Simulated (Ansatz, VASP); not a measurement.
# Mo (Mo wire along [100], 4 atoms a period): VASP beside Ansatz

One calculation is typed for both programs; each brings its own data sets. How far apart do they land? Of the first pair: The structure shown is the start of the Ansatz relaxation below; VASP solves that cell, so the two are compared at the walk's first step.

Main program and level: Ansatz 0.2.0; plane waves, with VASP 6.6.1 beside it; single point at PBE.

## (1) Starting point

The cell holds 4 atoms: 4 Mo. Its edges and angles: a = 9.960 Å, b = 9.960 Å, c = 3.160 Å, α = 90.0°, β = 90.0°, γ = 90.0°. Vacuum lies along a and b. The structure's axis is c.

## (2) Ansatz: relaxation, PBE

Ansatz runs on its PAW soft_1 files.

The two programs are compared at the cell with which this relaxation starts, whose forces are those of its first step.

Input file input.yaml:

```yaml
crystal:
  lattice:
    - [9.96, 0.0, 0.0]
    - [0.0, 9.96, 0.0]
    - [0.0, 0.0, 3.16]
  atoms:
    - { symbol: Mo, position: [0.341365462, 0.5, 0.0] }
    - { symbol: Mo, position: [0.658634538, 0.5, 0.0] }
    - { symbol: Mo, position: [0.5, 0.341365462, 0.5] }
    - { symbol: Mo, position: [0.5, 0.658634538, 0.5] }
kpoints:
  mp_grid: { grid: [1, 1, 26] }
scf:
  occupations: { method: fermi_dirac, width: 0.05 }
hamiltonian:
  xc: pbe
  pseudopotentials: { kind: paw, azcp: { folder: soft_1 } }
relax:
  cell: { fix: [a, b, alpha, beta, gamma] }
  max_steps: 45
  f_tol: 0.03
```

Run with:

```bash
$ ansatz run input.yaml --threads 4 --pin off --max-ram 16384MiB --backend cpu --events-out ev --progress --plain --runs-dir out
```

Numbers of over 12 decimals in the logs are rounded to 6 here.

The log of the run:

```text
Engine: ansatz 0.2.0, aarch64-unknown-linux-gnu
Pseudopotentials: kind: paw
Pseudopotential: Mo, paw, valence charge 14, recommended cutoff 420 eV (normal), soft_1/Mo.paw.azcp
Functional definition: PBE
  parameter kappa = 0.804
  parameter beta = 0.066725
  exchange = pbe_x(kappa = kappa, mu = beta*pi^2/3)
  correlation = pbe_c(beta = beta)
Crystal: 4 atoms, lattice volume = 313.477 Å³
Basis set: ecut = 420 eV, 6175 PW (Γ), exchange–correlation on 144×144×48 points (8 copies of the dense FFT grid, shifted against one another)
Bands: 34, of which v1, the nominal top of the filled ones, is band 28 counted from 1 (27 counted from 0)
Symmetry: 16 space group operations
Space group: P42/mmc (ITA 131), of the structure as read, at distance tolerance 6.8e-5 Å
k-points: 14 of 26
Non-local potential: Mo, projectors of the file, l = 0: 3, l = 1: 2, l = 2: 2, l = 3: 1
PAW form: soft (Blöchl's): semilocal exchange-correlation on the pseudo side does not see the compensation charge
PAW one-centre angular grid: Mo, 590 points (default); XC on 64 Gauss nodes
Initial density: superposition of atomic densities (neutral atoms: chi_scale 0, normalization atom)
Initial wavefunctions: pseudopotential atomic-orbital guess
Functional: x = pbe(κ = 0.804, μ = 0.219515), c = pbe(β = 0.066725)
SCF iter   1: F=—  HF=-19818.492957 eV  |F-HF|=—  |Δ(HF+E_count)|=         —  Δρ=4.73e-2  dr2=1.83e1  ethr=3.10e-3  ⟨swp⟩=7.8  Hψ=2020  notcnv=0
preconditioner: auto → LDOS  [metal: Δε(μ)=0.086 eV  Ē_g=3.285 eV  σ=0.050 eV  W_gap=0.40  n_scr=38 (ndim 8)  ℏωp=10.3 eV  f_vac=0.567  D(μ)=4.44/eV (n_scr^D=20)  β→1.0]
SCF iter   2: F=—  HF=-19818.883001 eV  |F-HF|=—  |Δ(HF+E_count)|=   3.90e-1  Δρ=5.06e-2  dr2=2.98e1  ethr=3.10e-3  ⟨swp⟩=3.9  Hψ=1348  notcnv=0  defer=1
SCF iter   3: F=—  HF=-19813.682960 eV  |F-HF|=—  |Δ(HF+E_count)|=    5.20e0  Δρ=8.92e-3  dr2=2.75e-1  ethr=3.10e-3  ⟨swp⟩=7.3  Hψ=3564  notcnv=0
automatic band count: the SCF goes on with 40 bands, as 34 were too few: the levels above may hold too much charge
SCF iter   4: F=—  HF=-19813.724066 eV  |F-HF|=—  |Δ(HF+E_count)|=   4.11e-2  Δρ=3.95e-3  dr2=7.17e-2  ethr=4.91e-4  ⟨swp⟩=2.1  Hψ=1001  notcnv=0  defer=8
SCF iter   5: F=—  HF=-19813.724533 eV  |F-HF|=—  |Δ(HF+E_count)|=   4.67e-4  Δρ=1.30e-3  dr2=7.66e-3  ethr=1.28e-4  ⟨swp⟩=2.0  Hψ=880  notcnv=0  defer=8
SCF iter   6: F=—  HF=-19813.728646 eV  |F-HF|=—  |Δ(HF+E_count)|=   4.11e-3  Δρ=4.82e-4  dr2=1.28e-3  ethr=1.37e-5  ⟨swp⟩=2.0  Hψ=821  notcnv=0  defer=8
SCF iter   7: F=—  HF=-19813.729647 eV  |F-HF|=—  |Δ(HF+E_count)|=   1.00e-3  Δρ=2.01e-4  dr2=2.89e-4  ethr=2.28e-6  ⟨swp⟩=2.0  Hψ=790  notcnv=0  defer=8
SCF iter   8: F=—  HF=-19813.729673 eV  |F-HF|=—  |Δ(HF+E_count)|=   2.64e-5  Δρ=5.88e-5  dr2=2.49e-5  ethr=5.16e-7  ⟨swp⟩=2.1  Hψ=660  notcnv=0  defer=8
SCF iter   9: F=—  HF=-19813.729881 eV  |F-HF|=—  |Δ(HF+E_count)|=   2.08e-4  Δρ=2.14e-5  dr2=1.85e-6  ethr=4.45e-8  ⟨swp⟩=2.0  Hψ=735  notcnv=0  defer=8
SCF iter  10: F=—  HF=-19813.729882 eV  |F-HF|=—  |Δ(HF+E_count)|=   1.27e-6  Δρ=6.78e-6  dr2=1.69e-7  ethr=3.31e-9  ⟨swp⟩=2.0  Hψ=749  notcnv=0  defer=8
SCF iter  11: F=-19813.729882 eV  HF=-19813.729882 eV  |F-HF|=5.88e-9  |Δ(HF+E_count)|=   2.56e-7  Δρ=2.06e-6  dr2=1.59e-8  ethr=1.79e-10  ⟨swp⟩=5.0  Hψ=1862  notcnv=0
SCF 1 converged in 11 iterations: F = -19813.729882 eV  dr2 = 1.59e-8
  greatest PAW one-centre occupation: 0.999 electrons in one spin orbital (limit 2), on the Mo atom at site 3 (counted from 0), in its partial waves of l = 0
relax step   1: F+E_penalty+E_count = -19813.72988239 eV  Δ(F+E_penalty+E_count) = +0.000e0 eV  max|allowed force component| = 4.076e0 eV/Å  Δτ_max = 0.0000 Å  P = -6.608 GPa  Ω = 313.477 Å³  fix = [a, b, alpha, beta, gamma]  reactions: a -6.609, b -6.609 GPa  (11 SCF iters, dr2 threshold 1.00e-7 eV, accepted)
[...]
relax step   4: F+E_penalty+E_count = -19815.55646918 eV  Δ(F+E_penalty+E_count) = -6.382e-2 eV  max|allowed force component| = 1.826e-1 eV/Å  Δτ_max = 0.0330 Å  P = -0.243 GPa  Ω = 303.392 Å³  energy of the carried Pulay correction = +4.043e-4 eV  fix = [a, b, alpha, beta, gamma]  reactions: a -0.304, b -0.304 GPa  (10 SCF iters, accepted)
[...]
relax step   5: F+E_penalty+E_count = -19815.55832425 eV  Δ(F+E_penalty+E_count) = -1.855e-3 eV  max|allowed force component| = 1.469e-2 eV/Å  Δτ_max = 0.0054 Å  P = +0.027 GPa  Ω = 303.233 Å³  energy of the carried Pulay correction = +4.107e-4 eV  fix = [a, b, alpha, beta, gamma]  reactions: a -0.009, b -0.009 GPa  (5 SCF iters, dr2 threshold 4.00e-7 eV, accepted)
[...]
relax step   6: F+E_penalty+E_count = -19815.55839337 eV  Δ(F+E_penalty+E_count) = -6.912e-5 eV  max|allowed force component| = 5.989e-4 eV/Å  Δτ_max = 0.0000 Å  P = -0.025 GPa  Ω = 303.542 Å³  energy of the carried Pulay correction = +3.982e-4 eV  fix = [a, b, alpha, beta, gamma]  reactions: a -0.030, b -0.030 GPa  (5 SCF iters, dr2 threshold 2.54e-8 eV, accepted)
[...]
relax step   7: F+E_penalty+E_count = -19815.55783171 eV  Δ(F+E_penalty+E_count) = +5.617e-4 eV  max|allowed force component| = 8.670e-4 eV/Å  Δτ_max = 0.0000 Å  P = -0.023 GPa  Ω = 303.542 Å³  fix = [a, b, alpha, beta, gamma]  reactions: a -0.028, b -0.028 GPa  stress off target by 1.29e-2 GPa on what of the cell is left free  SCF on the basis re-selected at this cell (its energy is not comparable with the rows above)  (6 SCF iters)
basis re-selected at this cell: Δ(F+E_penalty+E_count) = +5.617e-4 eV, ΔP = +0.003 GPa vs the last step (what re-selecting the basis moved, of the pressure what is left beyond the Pulay correction that the steps carried, after the strain that the cell walked since its last selection, with what the two solves' SCF thresholds leave and, on support functions, any second-order correction that the steps lacked; it is no m [...]
SCF converged after 6 iterations
Free energy (F): -19815.557832 eV
Harris-Foulkes:  -19815.557832 eV  (|F-HF|=1.82e-11)
Internal energy: -19815.530985 eV  (E = F + TS)
E sigma→0 (E₀):  -19815.544408 eV
Entropy (-TS):   -0.026847 eV (-6.712 meV/atom)
Fermi energy:    1.847720 eV
--- Per-component energies (eV) ---
  E_band       = -1290.668720
  E_kinetic    = 1689.719873
  E_local      = -18851.703265  (includes V_loc(G=0)·N_el)
  E_nonlocal   = 605.905050
  E_hartree    = 8390.151556
  E_xc         = -697.797941
  E_vxc        = -868.928585  (∫ρ·V_xc dr)
  E_paw        = -12851.798570  (= ΣΔE_a)
  E_vpaw       = -645.964881  (= ΣTr[D̂ρ^β])
  E_aug_tail   = 0.000189  (compensation charges beyond the density's cutoff)
  E_ewald      = 1899.992123
  E_smearing   = -0.026847  (= −TS)
  E_closure    = -0.000000  (closes the sum)
  Σ components = -19815.557832   (vs F -19815.557832, Δ=0.00e0)
--- Forces (eV/Å), atoms counted from 1 ---
  atom   1  Mo    -0.00086701     0.00000000     0.00000000
  atom   2  Mo     0.00086701     0.00000000     0.00000000
  atom   3  Mo     0.00000000    -0.00086701     0.00000000
  atom   4  Mo     0.00000000     0.00086701     0.00000000
  max |Σ_I F_I| component: 0.00e0 eV/Å
--- Stress (GPa, compression-positive) ---
       -0.027545       0.000000       0.000000
        0.000000      -0.027545       0.000000
        0.000000       0.000000      -0.012887
  P = ⅓ Tr σ = -0.0227 GPa (-0.227 kbar)
--- Relaxed structure (6 steps of the walk, 5 accepted, 1 SCFs on fresh bases) ---
  F+E_penalty+E_count = -19815.55783171 eV   max|allowed force component| = 8.670e-4 eV/Å   (the final SCF, on the basis selected at the relaxed cell)
  cell:  # Å, volume = 303.5420 Å³
    - [9.96, 0.0, 0.0]
    - [0.0, 9.96, 0.0]
    - [0.0, 0.0, 3.059850]
  atoms:
    - { symbol: Mo, position: [0.358209, 0.5, 0.0] }
    - { symbol: Mo, position: [0.641791, 0.5, 0.0] }
    - { symbol: Mo, position: [0.5, 0.358209, 0.5] }
    - { symbol: Mo, position: [0.5, 0.641791, 0.5] }
```

The column dr2 measures how far the density is from self-consistency, as an energy; F and HF (Harris–Foulkes) agree once it is small.

## (3) VASP: single point, PBE, start cell, pair 1

The same cell, functional, mesh and smearing now go to VASP, with its own data sets.

Lines of VASP's logs that name or quote its potential files are left out, and so is its time.

Input file INCAR:

```
SYSTEM = Mo
PREC = Accurate
ENCUT = 400
EDIFF = 1E-06
NELM = 120
ISMEAR = -1
SIGMA = 0.05
LREAL = .FALSE.
ALGO = Normal
GGA = PE
NBANDS = 34
LASPH = .TRUE.
LORBIT = 11
LWAVE = .FALSE.
LCHARG = .FALSE.
ISIF = 2
GGA_COMPAT = .FALSE.
```

Input file POSCAR:

```
Mo
1.0
    9.9600000000      0.0000000000      0.0000000000
    0.0000000000      9.9600000000      0.0000000000
    0.0000000000      0.0000000000      3.1600000000
Mo
4
Direct
    0.3413654618      0.5000000000      0.0000000000
    0.6586345382      0.5000000000      0.0000000000
    0.5000000000      0.3413654618      0.5000000000
    0.5000000000      0.6586345382      0.5000000000
```

Input file KPOINTS:

```
Automatic mesh
0
Gamma
1 1 26
0 0 0
```

Potentials, in the order of the species: Mo_sv (PBE family, release 64).

Run with:

```bash
$ mpirun -np 1 vasp_std
```

The log of the run:

```text
[banner, memory and clock lines left out]
running    1 mpi-ranks, on    1 nodes
 distrk:  each k-point on    1 cores,    1 groups
 distr:  one band on    1 cores,    1 groups

 POSCAR found type information on POSCAR Mo
 POSCAR found :  1 types and       4 ions
 LDA part: xc-table for (Slater+PW92), standard interpolation
 POSCAR, INCAR and KPOINTS ok, starting setup
 FFT: planning ... GRIDC
 FFT: planning ... GRID_SOFT
 FFT: planning ... GRID
 WAVECAR not read
 entering main loop
       N       E                     dE             d eps       ncg     rms          rms(c)
DAV:   1     0.355610252492E+03    0.35561E+03   -0.31270E+04  1432   0.112E+03
DAV:   2    -0.178388843898E+02   -0.37345E+03   -0.36565E+03  1152   0.326E+02
DAV:   3    -0.366649815570E+02   -0.18826E+02   -0.18080E+02  1200   0.539E+01
DAV:   4    -0.380225418495E+02   -0.13576E+01   -0.13203E+01  1384   0.931E+00
DAV:   5    -0.380876840966E+02   -0.65142E-01   -0.61983E-01  1248   0.158E+00    0.153E+01
DAV:   6    -0.337922531555E+02    0.42954E+01   -0.12193E+01  1044   0.186E+01    0.456E+00
DAV:   7    -0.333298598437E+02    0.46239E+00   -0.27222E+00  1272   0.716E+00    0.213E+00
DAV:   8    -0.333115472620E+02    0.18313E-01   -0.21285E-01  1234   0.316E+00    0.690E-01
DAV:   9    -0.333016112241E+02    0.99360E-02   -0.57932E-02  1248   0.882E-01    0.324E-01
DAV:  10    -0.333033887309E+02   -0.17775E-02   -0.86852E-03  1348   0.337E-01    0.123E-01
DAV:  11    -0.333067260254E+02   -0.33373E-02   -0.34498E-03  1134   0.278E-01    0.692E-02
DAV:  12    -0.333087757369E+02   -0.20497E-02   -0.13926E-03  1256   0.172E-01    0.464E-02
DAV:  13    -0.333098109387E+02   -0.10352E-02   -0.75229E-04  1294   0.874E-02    0.207E-02
DAV:  14    -0.333106722206E+02   -0.86128E-03   -0.20983E-04  1080   0.557E-02    0.195E-02
DAV:  15    -0.333107282438E+02   -0.56023E-04   -0.33121E-05  1158   0.260E-02    0.682E-03
DAV:  16    -0.333107539243E+02   -0.25681E-04   -0.17061E-05   894   0.155E-02    0.403E-03
DAV:  17    -0.333107546055E+02   -0.68119E-06   -0.24547E-06   914   0.744E-03
   1 F= -.33310755E+02 E0= -.33281584E+02  d E =-.583416E-01
```

From OUTCAR (step 3):

```text
ion  position               nearest neighbor table
   1  0.341  0.500  0.000-   3 2.74   4 2.74   3 2.74   4 2.74   2 3.16
   2  0.659  0.500  0.000-   3 2.74   4 2.74   3 2.74   4 2.74   1 3.16
   3  0.500  0.341  0.500-   1 2.74   2 2.74   1 2.74   2 2.74   4 3.16
   4  0.500  0.659  0.500-   1 2.74   2 2.74   1 2.74   2 2.74   3 3.16

  LATTYP: Found a simple tetragonal cell.
 ALAT       =     9.9600000000
 C/A-ratio  =     0.3172690763

 Subroutine GETGRP returns: Found 16 space group operations
 (whereof  8 operations were pure point group operations)

The static configuration has the point symmetry D_2h.
 The point group associated with its full space group is D_4h.

 Found     14 irreducible k-points:

   k-points           NKPTS =     14   k-points in BZ     NKDIM =     14   number of bands    NBANDS=     34

   dimension x,y,z NGX =    70 NGY =   70 NGZ =   24
   dimension x,y,z NGXF=   140 NGYF=  140 NGZF=   48

   ENCUT  =  400.0 eV  29.40 Ry    5.42 a.u.  16.24 16.24  5.15*2*pi/ulx,y,z

   NELECT =      56.0000    total number of electrons

 k-points in reciprocal lattice and weights: Automatic mesh
   0.00000000  0.00000000  0.00000000       0.038
   0.00000000  0.00000000  0.03846154       0.077
   0.00000000  0.00000000  0.07692308       0.077
   0.00000000  0.00000000  0.11538462       0.077
   0.00000000  0.00000000  0.15384615       0.077
   0.00000000  0.00000000  0.19230769       0.077
   0.00000000  0.00000000  0.23076923       0.077
   0.00000000  0.00000000  0.26923077       0.077
   0.00000000  0.00000000  0.30769231       0.077
[...]
0.00000000  0.00000000  0.46153846       0.077
   0.00000000  0.00000000  0.50000000       0.038

 average (electrostatic) potential at core
       1 -82.0395       2 -82.0395       3 -82.0395       4 -82.0395

 E-fermi :  -0.1026

 k-point     1 :       0.0000    0.0000    0.0000
  band No.  band energies     occupation
    ...
     26      -1.1212      2.00000
     27      -0.5223      1.99955
     28      -0.5223      1.99955
     29      -0.4274      1.99699
     30      -0.0603      0.60014
     31       0.0045      0.21016
     32       0.0045      0.21016
     33       0.2256      0.00282
     34       0.2256      0.00281

 k-point     2 :       0.0000    0.0000    0.0385
  band No.  band energies     occupation
    ...
     25      -1.2019      2.00000
     26      -1.1659      2.00000
     27      -0.4559      1.99829
     28      -0.4559      1.99829
     29      -0.3745      1.99134
     30      -0.0390      0.43799
     31       0.0195      0.16013
     32       0.0195      0.16013
     33       0.2197      0.00317
     34       0.2197      0.00317

 k-point     3 :       0.0000    0.0000    0.0769
  band No.  band energies     occupation
    ...
     25      -1.2984      2.00000
     26      -1.2678      2.00000
     27      -0.3528      1.98667
     28      -0.3528      1.98667
     29      -0.2367      1.87186
     30       0.0247      0.14531
     31       0.0783      0.05229
     32       0.0783      0.05229
     33       0.2160      0.00341
     34       0.2160      0.00341

  Total      -13.2713014    -13.2713014    -13.2071628      0.0000000      0.0000000      0.0000000
  in kB      -67.8294565    -67.8294565    -67.5016444      0.0000000      0.0000000      0.0000000
  external PRESSURE =     -67.7201858 kB  Pullay stress =       0.0000000 kB

  energy-cutoff  :      400.00
  volume of cell :      313.48
      direct lattice vectors                 reciprocal lattice vectors
     9.960000000  0.000000000  0.000000000     0.100401606  0.000000000  0.000000000
     0.000000000  9.960000000  0.000000000     0.000000000  0.100401606  0.000000000
     0.000000000  0.000000000  3.160000000     0.000000000  0.000000000  0.316455696

 POSITION                                       TOTAL-FORCE (eV/Angst)
 -----------------------------------------------------------------------------------
      3.40000      4.98000      0.00000         4.056306      0.000000     -0.000000
      6.56000      4.98000      0.00000        -4.056306      0.000000      0.000000
      4.98000      3.40000      1.58000        -0.000000      4.056306     -0.000000
      4.98000      6.56000      1.58000         0.000000     -4.056306      0.000000
 -----------------------------------------------------------------------------------
    total drift:                                0.000000      0.000000      0.000000

  FREE ENERGIE OF THE ION-ELECTRON SYSTEM (eV)
  ---------------------------------------------------
  free  energy   TOTEN  =       -33.3107546055 eV

  energy  without entropy=      -33.2524130335  energy(sigma->0) =      -33.28158382

 total charge
# of ion       s       p       d       tot
------------------------------------------
    1        2.351   6.056   3.848  12.255
    2        2.351   6.056   3.848  12.255
    3        2.351   6.056   3.848  12.255
    4        2.351   6.056   3.848  12.255
--------------------------------------------------
tot          9.404  24.226  15.391  49.022

[... 3 further parts left out ...]
```

## (4) Comparison

Known differences besides the potentials themselves: the cutoff is 420 eV in Ansatz and 400 eV in VASP. Total energies have different zeros and are not compared.

Forces (eV/Å; atoms numbered as in POSCAR):

| atom | Ansatz x, y, z | VASP x, y, z |
| --- | --- | --- |
| Mo1 | 4.076, 0.000, 0.000 | 4.056, 0.000, 0.000 |
| Mo2 | -4.076, 0.000, 0.000 | -4.056, 0.000, 0.000 |
| Mo3 | 0.000, 4.076, 0.000 | 0.000, 4.056, 0.000 |
| Mo4 | 0.000, -4.076, 0.000 | 0.000, -4.056, 0.000 |

The forces differ by 11 meV/Å r.m.s., which is 0.5 % of the r.m.s. force of 2.342 eV/Å (both taken over all components).

(Part 1 of 2 ends here.)

[Lines on the potential files, build, host, timing and source positions are cut from VASP's logs without a mark.]

[Logs are printed without paths, hosts, clocks, repeated set-up lines and the standing remarks that a program may print on its own settings, such as how far it seeks lower states.]

[Hosts, paths, dates, database ids (printed as entryN), source tags and the programs' standing remarks are cut or masked in the printed files.]
